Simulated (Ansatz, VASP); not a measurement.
## Cross-check of Bi (Bismuth) between VASP and Ansatz

One calculation is typed for both programs; each brings its own data sets. How far apart do they land? Of the first pair: The structure shown is the start of the Ansatz relaxation below; VASP solves that cell, so the two are compared at the walk's first step.

Method: plane waves, with VASP 6.6.1 beside it; single point at PBEsol and zone-centre phonons at PBEsol, in Ansatz 0.2.0.

### 1. The starting structure

The structure is trigonal, space group R-3m (No. 166). The conventional cell has a = 4.556 Å, b = 4.556 Å, c = 11.729 Å, α = 90.00°, β = 90.00°, γ = 120.00°. Bi has 6 Bi at 3.10 to 3.47 Å nearest.

### 2. Ansatz: relaxation, PBEsol

Ansatz runs on its PAW soft_1 files.

The two programs are compared at the cell with which this relaxation starts, whose forces are those of its first step.

input.yaml reads:

```yaml
crystal:
  lattice:
    - [2.2777574238, 1.3150638618, 3.9096253965]
    - [-2.2777574238, 1.3150638618, 3.9096253965]
    - [0.0, -2.6301277235, 3.9096253965]
  atoms:
    - { symbol: Bi, position: [0.2366794568, 0.2366794568, 0.2366794568] }
    - { symbol: Bi, position: [0.7633205432, 0.7633205432, 0.7633205432] }
kpoints:
  mp_grid: { grid: [12, 12, 12] }
hamiltonian:
  xc: pbesol
  pseudopotentials: { kind: paw, azcp: { folder: soft_1 }, xc_functional: pbe }
scf:
  occupations: { method: methfessel_paxton, width: 0.2 }
output:
  forces: true
  stress: true
  eigenvalues: true
relax:
  adjacent_minimum: "off"
  f_tol: 0.001
  max_steps: 60
  cell: { stress_tol: 0.01, fix: [volume] }
```

Launch:

```console
> ansatz run input.yaml --threads 4 --pin off --max-ram 10240MiB --backend cpu --events-out ev --progress --plain --runs-dir out
```

Numbers of over 12 decimals in the logs are rounded to 6 here.

The log of the run:

```text
Engine: ansatz 0.2.0, x86_64-unknown-linux-gnu
Pseudopotentials: kind: paw
Pseudopotential: Bi, paw, valence charge 15, recommended cutoff 420 eV (normal), soft_1/Bi.paw.azcp
Functional definition: PBEsol
  exchange = pbesol_x
  correlation = pbesol_c
Crystal: 2 atoms, lattice volume = 70.265 Å³
Basis set: ecut = 420 eV, 1393 PW (Γ), exchange–correlation on 64×64×64 points (8 copies of the dense FFT grid, shifted against one another)
Bands: 19, of which v1, the nominal top of the filled ones, is band 15 counted from 1 (14 counted from 0)
Symmetry: 12 space group operations
Space group: R-3m (ITA 166), of the structure as read, at distance tolerance 4.1e-5 Å
k-points: 189 of 1728
Non-local potential: Bi, projectors of the file, l = 0: 2, l = 1: 2, l = 2: 2, l = 3: 1
PAW form: soft (Blöchl's): semilocal exchange-correlation on the pseudo side does not see the compensation charge
PAW frozen core: Bi, regenerated for the run's functional, and the local potential with it (the file was generated under x = pbe(κ = 0.804, μ = 0.219515), c = pbe(β = 0.066725))
PAW one-centre angular grid: Bi, 590 points (default); XC on 64 Gauss nodes
Initial density: superposition of atomic densities (chi_scale 0.1, normalization cell)
Initial wavefunctions: pseudopotential atomic-orbital guess
Functional: x = pbesol(κ = 0.804, μ = 0.123457), c = pbesol(β = 0.046)
SCF iter   1: F=—  HF=-24488.940569 eV  |F-HF|=—  |Δ(HF+E_count)|=         —  Δρ=1.10e-2  dr2=7.31e-2  ethr=3.10e-3  ⟨swp⟩=5.4  Hψ=17270  notcnv=0
preconditioner: auto → Kerker (q_TF=auto, 2.367 Å⁻¹)  [metal: Δε(μ)=0.073 eV  Ē_g=20.142 eV  σ=0.200 eV  W_gap=0.29  n_scr=14 (ndim 8)  ℏωp=24.3 eV  f_vac=0.000  D(μ)=0.22/eV (n_scr^D=0)]
SCF iter   2: F=—  HF=-24488.931374 eV  |F-HF|=—  |Δ(HF+E_count)|=   9.19e-3  S|Δr|=    0.00e0  Δρ=7.08e-3  dr2=3.17e-2  ethr=2.44e-4  ⟨swp⟩=1.0  Hψ=5103  notcnv=0
SCF iter   3: F=—  HF=-24488.927336 eV  |F-HF|=—  |Δ(HF+E_count)|=   4.04e-3  S|Δr|=    0.00e0  Δρ=8.45e-4  dr2=7.19e-4  ethr=1.06e-4  ⟨swp⟩=2.0  Hψ=6431  notcnv=0
SCF iter   4: F=—  HF=-24488.927277 eV  |F-HF|=—  |Δ(HF+E_count)|=   5.85e-5  S|Δr|=    0.00e0  Δρ=3.63e-4  dr2=1.11e-4  ethr=2.40e-6  ⟨swp⟩=2.0  Hψ=6428  notcnv=0
SCF iter   5: F=—  HF=-24488.927256 eV  |F-HF|=—  |Δ(HF+E_count)|=   2.17e-5  S|Δr|=    0.00e0  Δρ=1.28e-4  dr2=2.18e-5  ethr=3.70e-7  ⟨swp⟩=2.0  Hψ=6041  notcnv=0
SCF iter   6: F=—  HF=-24488.927261 eV  |F-HF|=—  |Δ(HF+E_count)|=   5.61e-6  S|Δr|=    0.00e0  Δρ=2.96e-5  dr2=1.07e-6  ethr=7.27e-8  ⟨swp⟩=2.0  Hψ=4539  notcnv=0
SCF iter   7: F=-24488.927261 eV  HF=-24488.927261 eV  |F-HF|=1.06e-8  |Δ(HF+E_count)|=   1.61e-7  S|Δr|=    0.00e0  Δρ=5.67e-6  dr2=4.90e-8  ethr=3.33e-10  ⟨swp⟩=3.1  Hψ=14825  notcnv=0
SCF 1 converged in 7 iterations: F = -24488.927261 eV  dr2 = 4.90e-8
  greatest PAW one-centre occupation: 0.988 electrons in one spin orbital (limit 2), on the Bi atom at site 1 (counted from 0), in its partial waves of l = 2
relax step   1: F+E_penalty+E_count = -24488.92726139 eV  Δ(F+E_penalty+E_count) = +0.000e0 eV  max|allowed force component| = 7.519e-2 eV/Å  Δτ_max = 0.0000 Å  P = -0.958 GPa  Ω = 70.265 Å³  fix = [volume]  reactions: volume -0.958 GPa  (7 SCF iters, dr2 threshold 1.00e-7 eV, accepted)
[...]
relax step   4: F+E_penalty+E_count = -24488.92817444 eV  Δ(F+E_penalty+E_count) = +1.270e-4 eV  max|allowed force component| = 3.518e-2 eV/Å  Δτ_max = 0.0056 Å  P = -0.596 GPa  Ω = 70.265 Å³  energy of the carried Pulay correction = +1.562e-18 eV  fix = [volume]  (5 SCF iters, dr2 threshold 1.17e-8 eV, rejected (line search))
[...]
relax step   5: F+E_penalty+E_count = -24488.92835266 eV  Δ(F+E_penalty+E_count) = -5.117e-5 eV  max|allowed force component| = 2.892e-4 eV/Å  Δτ_max = 0.0004 Å  P = -0.709 GPa  Ω = 70.265 Å³  energy of the carried Pulay correction = +1.562e-18 eV  fix = [volume]  reactions: volume -0.709 GPa  (9 SCF iters, accepted)
[...]
relax step   6: F+E_penalty+E_count = -24488.92835476 eV  Δ(F+E_penalty+E_count) = -2.103e-6 eV  max|allowed force component| = 1.776e-5 eV/Å  Δτ_max = 0.0002 Å  P = -0.702 GPa  Ω = 70.265 Å³  fix = [volume]  reactions: volume -0.702 GPa  (4 SCF iters, dr2 threshold 4.22e-10 eV, accepted)
[...]
relax step   7: F+E_penalty+E_count = -24488.92835442 eV  Δ(F+E_penalty+E_count) = +3.390e-7 eV  max|allowed force component| = 1.880e-5 eV/Å  Δτ_max = 0.0000 Å  P = -0.702 GPa  Ω = 70.265 Å³  fix = [volume]  reactions: volume -0.702 GPa  stress off target by 2.92e-4 GPa on what of the cell is left free  SCF on the basis re-selected at this cell (its energy is not comparable with the rows above)  (6 SCF iters)
basis re-selected at this cell: Δ(F+E_penalty+E_count) = +3.390e-7 eV, ΔP = +0.000 GPa vs the last step (what re-selecting the basis moved, of the pressure what is left beyond the Pulay correction that the steps carried, after the strain that the cell walked since its last selection, with what the two solves' SCF thresholds leave and, on support functions, any second-order correction that the steps lacked; it is no m [...]
SCF converged after 6 iterations
Stability not checked: this state was not tested for a lower state beside it, because cold or Methfessel-Paxton smearing, or corrected tetrahedra, fill the levels in a way that the test cannot read (fill_not_monotonic; see scf.lower_state_search)
Free energy (F): -24488.928354 eV
Harris-Foulkes:  -24488.928354 eV  (|F-HF|=3.64e-12)
Internal energy: -24488.929809 eV  (E = F + TS)
E sigma→0 (E₀):  -24488.928718 eV
Entropy (-TS):   0.001454 eV (0.727 meV/atom)
Fermi energy:    9.568353 eV
--- Per-component energies (eV) ---
  E_band       = -220.259616
  E_kinetic    = 508.267389
  E_local      = -2711.004471  (includes V_loc(G=0)·N_el)
  E_nonlocal   = 820.590368
  E_hartree    = 1007.456415
  E_xc         = -300.357923
  E_vxc        = -261.306474  (∫ρ·V_xc dr)
  E_paw        = -21019.164793  (= ΣΔE_a)
  E_vpaw       = -591.719665  (= ΣTr[D̂ρ^β])
  E_aug_tail   = 0.000405  (compensation charges beyond the density's cutoff)
  E_ewald      = -2794.896786
  E_core_change = 0.179589  (= ΣΔE_core)
  E_smearing   = 0.001454  (= −TS)
  E_closure    = 0.000000  (closes the sum)
  Σ components = -24488.928354   (vs F -24488.928354, Δ=0.00e0)
--- Forces (eV/Å), atoms counted from 1 ---
  atom   1  Bi     0.00000000    -0.00000000    -0.00001880
  atom   2  Bi    -0.00000000     0.00000000     0.00001880
  max |Σ_I F_I| component: 1.85e-17 eV/Å
--- Stress (GPa, compression-positive) ---
       -0.701934      -0.000000      -0.000000
       -0.000000      -0.701934       0.000000
       -0.000000       0.000000      -0.701495
  P = ⅓ Tr σ = -0.7018 GPa (-7.018 kbar)
--- Band table (eV; the first three rows and the last of 189) ---
  k-point 0: bands = [... 11 lower, 2.1050, 8.0911, 8.3948, 8.3948, 12.2138, 12.5780, 12.5780, 15.1148]
  k-point 1: bands = [... 11 lower, 1.9516, 8.1266, 8.3930, 8.3957, 12.0812, 12.2365, 12.4007, 14.8212]
  k-point 2: bands = [... 11 lower, 1.5280, 8.1923, 8.3938, 8.4319, 11.4372, 11.8139, 11.9590, 14.5716]
  k-point 188: bands = [... 11 lower, -0.4428, 8.7113, 9.0519, 9.0519, 10.2006, 10.2006, 10.2229, 16.6532]
--- Relaxed structure (6 steps of the walk, 5 accepted, 1 SCFs on fresh bases) ---
  F+E_penalty+E_count = -24488.92835442 eV   max|allowed force component| = 1.880e-5 eV/Å   (the final SCF, on the basis selected at the relaxed cell)
  cell:  # Å, volume = 70.2653 Å³
    - [2.271183, 1.311268, 3.932293]
    - [-2.271183, 1.311268, 3.932293]
    - [0, -2.622536, 3.932293]
  atoms:
    - { symbol: Bi, position: [0.235629, 0.235629, 0.235629] }
    - { symbol: Bi, position: [0.764371, 0.764371, 0.764371] }
```

### 3. VASP: single point, PBEsol, start cell, pair 1

The same cell, functional, mesh and smearing now go to VASP, with its own data sets.

Lines of VASP's logs that name or quote its potential files are left out, and so is its time.

INCAR reads:

```
SYSTEM = Bi
PREC = Accurate
ENCUT = 400
EDIFF = 1E-06
NELM = 120
ISMEAR = 1
SIGMA = 0.2
LREAL = .FALSE.
ALGO = Normal
GGA = PS
NBANDS = 21
LORBIT = 11
LWAVE = .FALSE.
LCHARG = .FALSE.
ISIF = 2
LASPH = .TRUE.
GGA_COMPAT = .FALSE.
KPAR = 2
```

POSCAR reads:

```
Bi
1.0
    2.2777570000      1.3150640000      3.9096250000
   -2.2777570000      1.3150640000      3.9096250000
    0.0000000000     -2.6301280000      3.9096250000
Bi
2
Direct
    0.2366794769      0.2366794769      0.2366794769
    0.7633206083      0.7633206083      0.7633206083
```

KPOINTS reads:

```
Automatic mesh
0
Gamma
12 12 12
0 0 0
```

Potentials, in the order of the species: Bi_d (PBE family, release 64).

Launch:

```console
> mpirun -np 2 vasp_std
```

The log of the run:

```text
[banner, memory and clock lines left out]
running    2 mpi-ranks, on    1 nodes
 distrk:  each k-point on    1 cores,    2 groups
 distr:  one band on    1 cores,    1 groups

 POSCAR found type information on POSCAR Bi
 POSCAR found :  1 types and       2 ions
|                                                                             |
|               ----> ADVICE to this user running VASP <----                  |
|                                                                             |
|     You enforced a specific xc type in the INCAR file but a different       |
|     [... a line on the potential file left out ...]
|     I HOPE YOU KNOW WHAT YOU ARE DOING!                                     |
|                                                                             |

 LDA part: xc-table for (Slater+PW92), standard interpolation
 POSCAR, INCAR and KPOINTS ok, starting setup
 FFT: planning ... GRIDC
 FFT: planning ... GRID_SOFT
 FFT: planning ... GRID
 WAVECAR not read
 entering main loop
       N       E                     dE             d eps       ncg     rms          rms(c)
DAV:   1     0.279422722355E+03    0.27942E+03   -0.14389E+04  7970   0.146E+03
DAV:   2     0.142464398669E+02   -0.26518E+03   -0.25947E+03  8088   0.400E+02
DAV:   3    -0.786130757156E+01   -0.22108E+02   -0.21870E+02  9477   0.137E+02
DAV:   4    -0.858692597483E+01   -0.72562E+00   -0.72529E+00  9699   0.278E+01
DAV:   5    -0.861514884088E+01   -0.28223E-01   -0.28222E-01 11083   0.476E+00    0.103E+00
DAV:   6    -0.860440822769E+01    0.10741E-01   -0.20563E-02 10525   0.166E+00    0.602E-01
DAV:   7    -0.860037432057E+01    0.40339E-02   -0.12983E-02  9913   0.136E+00    0.119E-01
DAV:   8    -0.860033945355E+01    0.34867E-04   -0.13671E-03  9069   0.459E-01    0.177E-02
DAV:   9    -0.860034905110E+01   -0.95976E-05   -0.53777E-05 12062   0.571E-02    0.876E-03
DAV:  10    -0.860034816909E+01    0.88202E-06   -0.33212E-06  7731   0.179E-02
   1 F= -.86003482E+01 E0= -.86008999E+01  d E =0.165524E-02
```

Parts of OUTCAR (step 3):

```text
ion  position               nearest neighbor table
   1  0.237  0.237  0.237-   2 3.10   2 3.10   2 3.10   2 3.47   2 3.47   2 3.47
   2  0.763  0.763  0.763-   1 3.10   1 3.10   1 3.10   1 3.47   1 3.47   1 3.47

  LATTYP: Found a trigonal (rhomboedric) cell.
 ALAT       =     4.7119781319
 COS(alpha) =     0.5326541363

 Subroutine GETGRP returns: Found 12 space group operations
 (whereof 12 operations were pure point group operations)

The static configuration has the point symmetry D_3d.

 Found    189 irreducible k-points:

   k-points           NKPTS =    189   k-points in BZ     NKDIM =    189   number of bands    NBANDS=     21

   dimension x,y,z NGX =    32 NGY =   32 NGZ =   32
   dimension x,y,z NGXF=    64 NGYF=   64 NGZF=   64

   ENCUT  =  400.0 eV  29.40 Ry    5.42 a.u.   7.68  7.68  7.68*2*pi/ulx,y,z

   NELECT =      30.0000    total number of electrons

 k-points in reciprocal lattice and weights: Automatic mesh
   0.00000000  0.00000000  0.00000000       0.001
   0.08333333  0.00000000 -0.00000000       0.003
   0.16666667  0.00000000 -0.00000000       0.003
   0.25000000  0.00000000  0.00000000       0.003
   0.33333333  0.00000000  0.00000000       0.003
   0.41666667 -0.00000000 -0.00000000       0.003
   0.50000000  0.00000000  0.00000000       0.002
   0.08333333  0.08333333 -0.00000000       0.003
   0.16666667  0.08333333 -0.00000000       0.007
[...]
-0.41666667  0.50000000  0.41666667       0.003
   0.50000000  0.50000000  0.50000000       0.001

 average (electrostatic) potential at core
       1-104.3537       2-104.3537

 E-fermi :   6.1533

 k-point     1 :       0.0000    0.0000    0.0000
  band No.  band energies     occupation
    ...
     11      -6.8942      2.00000
     12      -1.3212      2.00000
     13       4.7042      2.00000
     14       4.9619      2.00000
     15       4.9619      2.00000
     16       8.8635     -0.00000
     17       9.1743     -0.00000
     18       9.1743     -0.00000
     19      11.6735      0.00000
     20      11.8473      0.00000
    ...

 k-point     2 :       0.0833    0.0000   -0.0000
  band No.  band energies     occupation
    ...
     11      -6.8293      2.00000
     12      -1.4749      2.00000
     13       4.7381      2.00000
     14       4.9639      2.00000
     15       4.9713      2.00000
     16       8.7061     -0.00000
     17       8.8364     -0.00000
     18       8.9878     -0.00000
     19      11.3912      0.00000
     20      11.6470      0.00000
    ...

 k-point     3 :       0.1667    0.0000   -0.0000
  band No.  band energies     occupation
    ...
     11      -6.6361      2.00000
     12      -1.8989      2.00000
     13       4.8051      2.00000
     14       4.9756      2.00000
     15       5.0217      2.00000
     16       8.0374     -0.00000
     17       8.4001     -0.00000
     18       8.5271     -0.00000
     19      11.1585      0.00000
     20      11.8119      0.00000
    ...

  Total       -0.4793762     -0.4793765     -0.4274433      0.0000000     -0.0000000      0.0000000
  in kB      -10.9306614    -10.9306678     -9.7464961      0.0000000     -0.0000000      0.0000000
  external PRESSURE =     -10.5359417 kB  Pullay stress =       0.0000000 kB

  energy-cutoff  :      400.00
  volume of cell :       70.27
      direct lattice vectors                 reciprocal lattice vectors
     2.277757000  1.315064000  3.909625000     0.219514198  0.126736544  0.085259669
    -2.277757000  1.315064000  3.909625000    -0.219514198  0.126736544  0.085259669
     0.000000000 -2.630128000  3.909625000     0.000000000 -0.253473088  0.085259669

 POSITION                                       TOTAL-FORCE (eV/Angst)
 -----------------------------------------------------------------------------------
      0.00000      0.00000      2.77598         0.000000     -0.000000     -0.072460
      0.00000      0.00000      8.95289         0.000000      0.000000      0.072460
 -----------------------------------------------------------------------------------
    total drift:                                0.000000     -0.000000     -0.000973

  FREE ENERGIE OF THE ION-ELECTRON SYSTEM (eV)
  ---------------------------------------------------
  free  energy   TOTEN  =        -8.6003481691 eV

  energy  without entropy=       -8.6020034067  energy(sigma->0) =       -8.60089991

 total charge
# of ion       s       p       d       tot
------------------------------------------
    1        1.526   1.344   9.912  12.782
    2        1.526   1.344   9.912  12.782
--------------------------------------------------
tot          3.051   2.688  19.825  25.564

[... 3 further parts left out ...]
```

The run ends at a pressure of -1.05 GPa, with forces up to 0.072 eV/Å.

### 4. Side by side

Known differences besides the potentials themselves: the cutoff is 420 eV in Ansatz and 400 eV in VASP; Ansatz makes its cores anew for this functional, VASP keeps those of its PBE data sets. Total energies have different zeros and are not compared.

Forces (eV/Å; atoms numbered as in POSCAR):

```csv
atom,"Ansatz x, y, z","VASP x, y, z"
Bi1,"0.000, 0.000, -0.075","0.000, 0.000, -0.072"
Bi2,"0.000, 0.000, 0.075","0.000, 0.000, 0.072"
```

The forces differ by 1.6 meV/Å r.m.s., which is 3.8 % of the r.m.s. force of 0.042 eV/Å (both taken over all components).

### 5. Ansatz: relaxation, PBEsol

This run makes the geometry at which the two programs are then compared.

The structure compared here is the end of the Ansatz relaxation.

input.yaml is that of step 2.

Launch:

```console
> ansatz run input.yaml --threads 4 --pin off --max-ram 10240MiB --backend cpu --events-out ev --progress --plain --runs-dir out
```

The log of the run:

```text
[...]
Crystal: 2 atoms, lattice volume = 70.265 Å³
Basis set: ecut = 420 eV, 1393 PW (Γ), exchange–correlation on 64×64×64 points (8 copies of the dense FFT grid, shifted against one another)
Bands: 19, of which v1, the nominal top of the filled ones, is band 15 counted from 1 (14 counted from 0)
Symmetry: 12 space group operations
[...]
k-points: 189 of 1728
[...]
k-point 188: bands = [... 11 lower, -0.4428, 8.7113, 9.0519, 9.0519, 10.2006, 10.2006, 10.2229, 16.6532]
--- Relaxed structure (6 steps of the walk, 5 accepted, 1 SCFs on fresh bases) ---
[...]
cell:  # Å, volume = 70.2653 Å³
    - [2.271183, 1.311268, 3.932293]
    - [-2.271183, 1.311268, 3.932293]
    - [0, -2.622536, 3.932293]
  atoms:
    - { symbol: Bi, position: [0.235629, 0.235629, 0.235629] }
    - { symbol: Bi, position: [0.764371, 0.764371, 0.764371] }
[key lines of the parts left out:]
SCF converged after 6 iterations
Free energy (F): -24488.928354 eV
Fermi energy:    9.568353 eV
P = ⅓ Tr σ = -0.7018 GPa (-7.018 kbar)
```

### 6. VASP: single point, PBEsol, relaxed cell, pair 2

The same cell, functional, mesh and smearing now go to VASP, with its own data sets.

Edit INCAR of step 3 so:

```diff
@@ -2,3 +2,3 @@
 PREC = Accurate
-ENCUT = 400
+ENCUT = 500
 EDIFF = 1E-06
```

POSCAR reads:

```
Bi
1.0
    2.2711827805      1.3112679897      3.9322934064
   -2.2711827805      1.3112679897      3.9322934064
    0.0000000000     -2.6225359794      3.9322934064
Bi
2
Direct
    0.2356292504      0.2356292504      0.2356292504
    0.7643707496      0.7643707496      0.7643707496
```

KPOINTS is that of step 3.

Launch:

```console
> mpirun -np 2 vasp_std
```

The log of the run:

```text
[banner, memory and clock lines left out]
running    2 mpi-ranks, on    1 nodes
[...]
[... a notice as in an earlier step ...]

 LDA part: xc-table for (Slater+PW92), standard interpolation
 POSCAR, INCAR and KPOINTS ok, starting setup
[...]
entering main loop
       N       E                     dE             d eps       ncg     rms          rms(c)
DAV:   1     0.297536402240E+03    0.29754E+03   -0.16004E+04  7951   0.168E+03
DAV:   2     0.161141819242E+02   -0.28142E+03   -0.27521E+03  8033   0.434E+02
DAV:   3    -0.775587380401E+01   -0.23870E+02   -0.23564E+02  9485   0.144E+02
DAV:   4    -0.858034293723E+01   -0.82447E+00   -0.82394E+00  9520   0.294E+01
[...]
DAV:   8    -0.860161446192E+01    0.31312E-04   -0.15260E-03  9177   0.490E-01    0.172E-02
DAV:   9    -0.860162227087E+01   -0.78089E-05   -0.63009E-05 12152   0.677E-02    0.837E-03
DAV:  10    -0.860162162037E+01    0.65050E-06   -0.25646E-06  7683   0.119E-02
   1 F= -.86016216E+01 E0= -.86021134E+01  d E =0.147541E-02
```

Parts of OUTCAR (step 6):

```text
  Total       -0.3372047     -0.3372047     -0.3346615      0.0000000      0.0000000      0.0000000
  in kB       -7.6888876     -7.6888876     -7.6308974      0.0000000      0.0000000      0.0000000
  external PRESSURE =      -7.6695575 kB  Pullay stress =       0.0000000 kB

 POSITION                                       TOTAL-FORCE (eV/Angst)
 -----------------------------------------------------------------------------------
      0.00000      0.00000      2.77969         0.000000     -0.000000      0.002781
      0.00000      0.00000      9.01719         0.000000      0.000000     -0.002781
 -----------------------------------------------------------------------------------
    total drift:                                0.000000      0.000000     -0.000000

  FREE ENERGIE OF THE ION-ELECTRON SYSTEM (eV)
  ---------------------------------------------------
  free  energy   TOTEN  =        -8.6016216204 eV

  energy  without entropy=       -8.6030970272  energy(sigma->0) =       -8.60211342

[... 1 part as in an earlier step ...]

[... 2 further parts left out ...]
[key lines of the parts left out:]
E-fermi :   6.1567
```

The run ends at a pressure of -0.77 GPa, with forces up to 0.0028 eV/Å.

(Continued in part 2 of 2.)

[Lines on the potential files, build, host, timing and source positions are cut from VASP's logs without a mark.]

[Logs are printed without paths, hosts, clocks, repeated set-up lines and the standing remarks that a program may print on its own settings, such as how far it seeks lower states.]

[Hosts, paths, dates, database ids (printed as entryN), source tags and the programs' standing remarks are cut or masked in the printed files.]
